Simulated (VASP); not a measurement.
These are PBE GGA with spin-orbit coupling, VASP's PBE PAW potentials (set 64) (plane waves; VASP) values and carry that method's errors.

The input files of a VASP run:

**INCAR**
```
ALGO  =  Normal
EDIFF  =  1E-6
ENCUT  =  400
GGA  =  PE
GGA_COMPAT  =  F
ISIF  =  2
ISMEAR  =  -1
LASPH  =  T
LCHARG  =  F
LMAXMIX  =  6
LNONCOLLINEAR  =  T
LORBIT  =  11
LREAL  =  F
LSORBIT  =  T
LWAVE  =  F
MAGMOM  =  0.0 0.0 0.0 0.0 0.0 0.0
NELM  =  100
PREC  =  Accurate
SIGMA  =  0.1
SYSTEM  =  BAu
```

File POSCAR:
```
BAu
1.0
  2.9183260000   0.0000000000   0.0000000000
  0.0000000000   2.9183260000   0.0000000000
  0.0000000000   0.0000000000   2.9183260000
Au B
1 1
Direct
  0.0000000000   0.0000000000   0.0000000000
  0.5000000000   0.5000000000   0.5000000000
```

KPOINTS:
```
Automatic mesh
0
Gamma
9 9 9
0 0 0
```

POTCAR, in this order: Au B (PBE.64 set). Program: vasp_ncl.

What VASP printed:

OSZICAR:
```
       N       E                     dE             d eps       ncg     rms          rms(c)
DAV:   1     0.579538245084E+02    0.57954E+02   -0.59592E+03  1580   0.966E+02
DAV:   2    -0.727995741834E+01   -0.65234E+02   -0.61717E+02  1768   0.227E+02
DAV:   3    -0.895308493190E+01   -0.16731E+01   -0.16563E+01  1882   0.343E+01
DAV:   4    -0.896146703145E+01   -0.83821E-02   -0.83797E-02  1744   0.266E+00
DAV:   5    -0.896153383900E+01   -0.66808E-04   -0.66806E-04  1866   0.247E-01    0.149E+01
DAV:   6    -0.771127987822E+01    0.12503E+01   -0.58295E+00  1600   0.288E+01    0.114E+01
DAV:   7    -0.763854476725E+01    0.72735E-01   -0.39020E-01  1642   0.736E+00    0.606E+00
DAV:   8    -0.762511845971E+01    0.13426E-01   -0.27374E-02  1666   0.149E+00    0.155E+00
DAV:   9    -0.762312900980E+01    0.19894E-02   -0.25663E-03  1780   0.642E-01    0.288E-01
DAV:  10    -0.762278175554E+01    0.34725E-03   -0.72307E-04  1684   0.298E-01    0.990E-02
DAV:  11    -0.762276152504E+01    0.20231E-04   -0.13751E-04  1714   0.104E-01    0.532E-02
DAV:  12    -0.762276015962E+01    0.13654E-05   -0.28016E-06  1736   0.166E-02    0.583E-03
DAV:  13    -0.762275989369E+01    0.26593E-06   -0.12237E-07   956   0.340E-03
   1 F= -.76227599E+01 E0= -.76091500E+01  d E =-.272198E-01  mag=     0.0000    -0.0000    -0.0000
```

**OUTCAR**
```
------------------------ aborting loop because EDIFF is reached ----------------------------------------
  FORCE on cell =-STRESS in cart. coord.  units (eV):
  Direction    XX          YY          ZZ          XY          YZ          ZX
  --------------------------------------------------------------------------------------
  Total        0.0238556      0.0238556      0.0238556      0.0000000     -0.0000000     -0.0000000
  in kB        1.5377993      1.5377993      1.5377993      0.0000000     -0.0000000     -0.0000000
  external PRESSURE =       1.5377993 kB  Pullay stress =       0.0000000 kB
  volume of cell :       24.85
      direct lattice vectors                 reciprocal lattice vectors
     2.918326000  0.000000000  0.000000000     0.342662197  0.000000000  0.000000000
     0.000000000  2.918326000  0.000000000     0.000000000  0.342662197  0.000000000
     0.000000000  0.000000000  2.918326000     0.000000000  0.000000000  0.342662197
 POSITION                                       TOTAL-FORCE (eV/Angst)
 -----------------------------------------------------------------------------------
      0.00000      0.00000      0.00000         0.000000      0.000000      0.000000
      1.45916      1.45916      1.45916         0.000000      0.000000      0.000000
 -----------------------------------------------------------------------------------
    total drift:                                0.000000      0.000000      0.000000
  FREE ENERGIE OF THE ION-ELECTRON SYSTEM (eV)
  ---------------------------------------------------
  free  energy   TOTEN  =        -7.6227598937 eV

  energy  without entropy=       -7.5955400978  energy(sigma->0) =       -7.60915000

 total charge

# of ion       s       p       d       tot
------------------------------------------
    1        0.580   0.494   8.634   9.708
    2        0.722   0.769   0.000   1.491
--------------------------------------------------
tot          1.302   1.263   8.634  11.199

 magnetization (x)

# of ion       s       p       d       tot
------------------------------------------
    1        0.000  -0.000   0.000   0.000
    2       -0.000   0.000   0.000   0.000
--------------------------------------------------
tot          0.000  -0.000   0.000   0.000

 magnetization (y)

# of ion       s       p       d       tot
------------------------------------------
    1        0.000   0.000  -0.000   0.000
    2       -0.000   0.000   0.000   0.000
--------------------------------------------------
tot          0.000   0.000  -0.000   0.000

 magnetization (z)

# of ion       s       p       d       tot
------------------------------------------
    1        0.000  -0.000  -0.000   0.000
    2       -0.000   0.000   0.000  -0.000
--------------------------------------------------
tot          0.000  -0.000  -0.000   0.000

 Ion:    1  E_soc:     -0.6573121

 Ion:    2  E_soc:      0.0000960
```
(Selected blocks of OUTCAR.)

### OUTCAR
```
 val. band max:        9.5175387529   @ k =   0.4444   0.3333   0.2222

 cond. band min:       9.5826176631   @ k =   0.4444   0.4444   0.1111


 Fermi energy:         9.5376338512

 k-point     1 :       0.0000    0.0000    0.0000
  band No.  band energies     occupation
      1      -3.3579      1.00000
      2      -3.3579      1.00000
      3       2.0530      1.00000
      4       2.0530      1.00000
      5       2.0530      1.00000
      6       2.0530      1.00000
      7       5.1020      1.00000
      8       5.1020      1.00000
      9       5.1020      1.00000
     10       5.1020      1.00000
     11       5.9817      1.00000
     12       5.9817      1.00000
     13      10.4629      0.00010
     14      10.4629      0.00010
     15      10.9547      0.00000
     16      10.9547      0.00000
     17      10.9547      0.00000
     18      10.9547      0.00000
     19      15.7529      0.00000
     20      15.7529      0.00000
     21      22.4426      0.00000
     22      22.4426      0.00000

 k-point     2 :       0.1111    0.0000    0.0000
  band No.  band energies     occupation
      1      -3.1247      1.00000
      2      -3.1247      1.00000
      3       2.0914      1.00000
      4       2.0914      1.00000
      5       2.1466      1.00000
      6       2.1466      1.00000
      7       4.8662      1.00000
      8       4.8662      1.00000
      9       5.0212      1.00000
     10       5.0212      1.00000
     11       5.8170      1.00000
     12       5.8170      1.00000
     13       9.9243      0.02050
     14       9.9243      0.02050
     15      11.0577      0.00000
     16      11.0577      0.00000
     17      11.3713      0.00000
     18      11.3713      0.00000
     19      16.2592      0.00000
     20      16.2592      0.00000
     21      21.9806      0.00000
     22      21.9806      0.00000

 k-point     3 :       0.2222    0.0000    0.0000
  band No.  band energies     occupation
      1      -2.4522      1.00000
...
```

At this cut-off the stress carries a Pulay error, which pulls relaxed volumes low.

The structure was generated: BAu was put into an ordered model structure, which need not be its known phase. The cell was not relaxed at this level. The run is one of a series of settings (GGA_COMPAT = .FALSE., LNONCOLLINEAR = .TRUE., LSORBIT = .TRUE., MAGMOM = 0.0 0.0 0.0 0.0 0.0 0.0, program vasp_ncl against the base run), some of them coarse on purpose.
